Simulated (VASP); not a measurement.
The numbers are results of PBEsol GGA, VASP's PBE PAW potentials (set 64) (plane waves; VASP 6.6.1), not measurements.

Input for VASP

### POSCAR
```
Pt3Ti
1
    3.8978672698     0.0000000000     0.0000000000
    0.0000000000     3.8978672698     0.0000000000
    0.0000000000     0.0000000000     3.8978672698
Ti Pt
1 3
Direct
  0.0000000000   0.0000000000  -0.0192412914
  0.0000000000   0.5000000000   0.5000000000
  0.5000000000   0.0000000000   0.5000000000
  0.5000000000   0.5000000000   0.0000000000
```

### INCAR
```
SYSTEM  =  Pt3Ti
PREC  =  Accurate; ENCUT  =  480; LREAL  =  .FALSE.
LASPH  =  .TRUE.
EDIFF  =  1E-7; NELM  =  100; ALGO  =  Normal
LMAXMIX  =  6
ISMEAR  =  1; SIGMA  =  0.1
GGA  =  PS
ISIF  =  2
LWAVE  =  .FALSE.; LCHARG  =  .FALSE.
```

File KPOINTS:
```
Automatic mesh
0
Gamma
8 8 8
0 0 0
```

POTCAR, in this order: Ti_sv Pt (PBE.64 set). Program: vasp_std.

The run wrote:

File OSZICAR:
```
       N       E                     dE             d eps       ncg     rms          rms(c)
DAV:   1     0.369299485182E+03    0.36930E+03   -0.20054E+04  3750   0.173E+03
DAV:   2    -0.194637698097E+01   -0.37125E+03   -0.36385E+03  3991   0.443E+02
DAV:   3    -0.351048317751E+02   -0.33158E+02   -0.31923E+02  5786   0.110E+02
DAV:   4    -0.361335212800E+02   -0.10287E+01   -0.10243E+01  4509   0.207E+01
DAV:   5    -0.361666203317E+02   -0.33099E-01   -0.33070E-01  5525   0.360E+00    0.235E+01
DAV:   6    -0.339089548204E+02    0.22577E+01   -0.20112E+01  5378   0.334E+01    0.131E+01
DAV:   7    -0.337503884961E+02    0.15857E+00   -0.27262E+01  5157   0.323E+01    0.104E+01
DAV:   8    -0.328900916517E+02    0.86030E+00   -0.18116E+00  5111   0.108E+01    0.451E+00
DAV:   9    -0.328136457047E+02    0.76446E-01   -0.22434E+00  5647   0.824E+00    0.261E+00
DAV:  10    -0.327417552797E+02    0.71890E-01   -0.47322E-01  5188   0.479E+00    0.301E-01
DAV:  11    -0.327432985258E+02   -0.15432E-02   -0.66461E-03  4799   0.678E-01    0.411E-01
DAV:  12    -0.327423470200E+02    0.95151E-03   -0.22009E-03  5060   0.306E-01    0.208E-01
DAV:  13    -0.327419702807E+02    0.37674E-03   -0.27106E-03  5470   0.324E-01    0.428E-02
DAV:  14    -0.327419678492E+02    0.24315E-05   -0.43743E-05  4250   0.503E-02    0.261E-02
DAV:  15    -0.327419861970E+02   -0.18348E-04   -0.10685E-04  5389   0.734E-02    0.489E-02
DAV:  16    -0.327419650611E+02    0.21136E-04   -0.79878E-05  5365   0.592E-02    0.954E-03
DAV:  17    -0.327419648483E+02    0.21277E-06   -0.37304E-06  5707   0.123E-02    0.430E-03
DAV:  18    -0.327419649579E+02   -0.10961E-06   -0.26253E-07  3603   0.413E-03    0.161E-03
DAV:  19    -0.327419650185E+02   -0.60560E-07   -0.33506E-08  2152   0.143E-03
   1 F= -.32741965E+02 E0= -.32741819E+02  d E =-.436961E-03
```

File OUTCAR:
```
------------------------ aborting loop because EDIFF is reached ----------------------------------------
  FORCE on cell =-STRESS in cart. coord.  units (eV):
  Direction    XX          YY          ZZ          XY          YZ          ZX
  --------------------------------------------------------------------------------------
  Total        0.1066990      0.1066990      0.1405314      0.0000000      0.0000000      0.0000000
  in kB        2.8866205      2.8866205      3.8019174      0.0000000      0.0000000      0.0000000
  external PRESSURE =       3.1917195 kB  Pullay stress =       0.0000000 kB
  volume of cell :       59.22
      direct lattice vectors                 reciprocal lattice vectors
     3.897867270  0.000000000  0.000000000     0.256550552  0.000000000  0.000000000
     0.000000000  3.897867270  0.000000000     0.000000000  0.256550552  0.000000000
     0.000000000  0.000000000  3.897867270     0.000000000  0.000000000  0.256550552
 POSITION                                       TOTAL-FORCE (eV/Angst)
 -----------------------------------------------------------------------------------
      0.00000      0.00000      3.82287         0.000000     -0.000000      0.340989
      0.00000      1.94893      1.94893         0.000000      0.000000     -0.138141
      1.94893      0.00000      1.94893        -0.000000      0.000000     -0.138141
      1.94893      1.94893      0.00000         0.000000     -0.000000     -0.064706
 -----------------------------------------------------------------------------------
    total drift:                                0.000000      0.000000     -0.000189
  FREE ENERGIE OF THE ION-ELECTRON SYSTEM (eV)
  ---------------------------------------------------
  free  energy   TOTEN  =       -32.7419650185 eV

  energy  without entropy=      -32.7415280577  energy(sigma->0) =      -32.74181936
```
(Selected blocks of OUTCAR.)

The compound is Pt3Ti in the L1_2 structure. This cell was strained or had an atom moved on purpose.
